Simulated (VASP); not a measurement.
```xyz
2
Lattice="0.0000 2.8176 2.8176 2.8176 0.0000 2.8176 2.8176 2.8176 0.0000" Properties=species:S:1:pos:R:3 pbc="T T T"
Zn     1.4088     1.4088     1.4088
Se     0.0000     0.0000     0.0000
```

The numbers are results of PBEsol GGA, VASP's PBE PAW potentials (set 64) (plane waves; VASP), not measurements. Numerical set-up: 400 eV cut-off, Gaussian smearing of 0.050 eV, potentials Zn Se.

### Question
Predict the band gap (along the path) with the smallest direct gap where there is one.

### Answer

```
Property                                Value
------------------------------------  -------
band gap (along the path)             1.24 eV
smallest direct gap (along the path)  1.24 eV
```

The structure comes from a measured ZnSe entry (F-43m) of the Crystallography Open Database, whose conditions weren't checked. It was relaxed first, which changed the volume by -7 %.
